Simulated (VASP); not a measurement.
Output of a VASP run:

File OSZICAR:
```
       N       E                     dE             d eps       ncg     rms          rms(c)
DAV:   1     0.433027915429E+02    0.43303E+02   -0.35088E+03   560   0.812E+02
DAV:   2     0.119669241166E+00   -0.43183E+02   -0.42902E+02   560   0.207E+02
DAV:   3    -0.111606427267E+01   -0.12357E+01   -0.12353E+01   912   0.328E+01
DAV:   4    -0.113870915220E+01   -0.22645E-01   -0.22644E-01   824   0.318E+00
DAV:   5    -0.113895809781E+01   -0.24895E-03   -0.24893E-03   984   0.223E-01    0.204E+00
DAV:   6    -0.113693801784E+01    0.20201E-02   -0.37137E-03   888   0.506E-01    0.133E+00
DAV:   7    -0.113647729440E+01    0.46072E-03   -0.68049E-03   896   0.618E-01    0.941E-02
DAV:   8    -0.113647138789E+01    0.59065E-05   -0.48511E-04   856   0.293E-01    0.259E-02
DAV:   9    -0.113648315940E+01   -0.11772E-04   -0.21373E-05   936   0.398E-02    0.927E-03
DAV:  10    -0.113648432437E+01   -0.11650E-05   -0.16503E-06   760   0.127E-02    0.309E-03
DAV:  11    -0.113648410267E+01    0.22170E-06   -0.53685E-08   568   0.327E-03
   1 F= -.11364841E+01 E0= -.11363315E+01  d E =-.113648E+01
```

File OUTCAR:
```
------------------------ aborting loop because EDIFF is reached ----------------------------------------
  FORCE on cell =-STRESS in cart. coord.  units (eV):
  Direction    XX          YY          ZZ          XY          YZ          ZX
  --------------------------------------------------------------------------------------
  Total       -0.0020533     -0.0020533     -0.0020533     -0.0000000     -0.0000000      0.0000000
  in kB       -0.0465330     -0.0465330     -0.0465330     -0.0000000     -0.0000000      0.0000000
  external PRESSURE =      -0.0465330 kB  Pullay stress =       0.0000000 kB
  volume of cell :       70.70
      direct lattice vectors                 reciprocal lattice vectors
    -2.604843046  2.604843046  2.604843046     0.000000000  0.191950145  0.191950145
     2.604843046 -2.604843046  2.604843046     0.191950145  0.000000000  0.191950145
     2.604843046  2.604843046 -2.604843046     0.191950145  0.191950145  0.000000000
 POSITION                                       TOTAL-FORCE (eV/Angst)
 -----------------------------------------------------------------------------------
      0.00000      0.00000      0.00000        -0.000000      0.000000      0.000000
 -----------------------------------------------------------------------------------
    total drift:                               -0.000000      0.000000     -0.000000
  FREE ENERGIE OF THE ION-ELECTRON SYSTEM (eV)
  ---------------------------------------------------
  free  energy   TOTEN  =        -1.1364841027 eV

  energy  without entropy=       -1.1360263443  energy(sigma->0) =       -1.13633152

 reached required accuracy - stopping structural energy minimisation
```
(Selected blocks of OUTCAR.)

File POSCAR:
```
K
1
   -2.6048430455     2.6048430455     2.6048430455
    2.6048430455    -2.6048430455     2.6048430455
    2.6048430455     2.6048430455    -2.6048430455
K
1
Direct
  0.0000000000   0.0000000000   0.0000000000
```

Q: Write an INCAR and KPOINTS that could have produced this output.

A: One answer among several that fit: the input of the run itself, PBEsol GGA, plane waves, VASP's PBE PAW potentials (set 64).

KPOINTS:
```
Automatic mesh
0
gamma
 9 9 9
```

### INCAR
```
LASPH = T
NELM = 100   ! most electronic steps
ISIF = 3   ! ions, shape and volume
LCHARG = F
PREC = Accurate
SIGMA = 0.1   ! width (eV)
LREAL = F   ! projection in real space or not
ENCUT = 480   ! plane-wave cut-off (eV)
IBRION = 2
EDIFF = 1E-6   ! SCF stop (eV)
LWAVE = F
ISMEAR = 1
ALGO = Normal
SYSTEM = K
NSW = 60
GGA = PS
EDIFFG = -0.01
```

POTCAR, in this order: K_sv (PBE.64 set). Program: vasp_std.

The compound is K in the bcc structure. It was relaxed first. The start is the result of an earlier pass.
